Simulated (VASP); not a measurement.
Runs of VASP 6.6.1 on CdCuH4. The structure is tetragonal, space group P4/mmm (No. 123). The conventional cell has a = 3.196 Å, b = 3.196 Å, c = 5.936 Å, α = 90.00°, β = 90.00°, γ = 90.00°. Cd (site symmetry 4/mmm) has 8 H at 2.65 Å as nearest neighbours. Cu (site symmetry 4/mmm) is surrounded by 6 H at 1.59 to 1.60 Å. H (site symmetry 4mm) is surrounded by 1 Cu at 1.59 Å. H (site symmetry mmm) is surrounded by 2 Cu at 1.60 Å. The cell was built by a generator and needn't be a form met in nature.

```tsv
task	cell	k mesh	cutoff (eV)	gap on the mesh (eV)	pressure (GPa)	relaxed volume (Å³/atom)	largest force (eV/Å)
single point	P4/mmm, 10.1 Å³/atom	6 × 6 × 4	520	none	0.2	-	0.02
relaxation of cell and atoms	relaxed	6 × 6 × 4	600	none	0.4	(a)	-
relaxation of cell and atoms	relaxed	12 × 12 × 6	600	none	0.0	10.30	0.01
single point	P4/mmm, 10.34 Å³/atom	12 × 12 × 6	520	none	0.2	-	0.04
```

Alike in all rows: level PBE; potentials or basis VASP PAW PBE potentials, release 64 (Cd, Cu, H); no spin polarisation; smearing gaussian 0.1 eV.

Q: Estimate the missing entries.

A: (a) 10.09.

A k mesh can miss the band edges, and the runs leave out spin-orbit coupling on Cd.

A gap of «none» marks a metal or a gap under the smearing width.
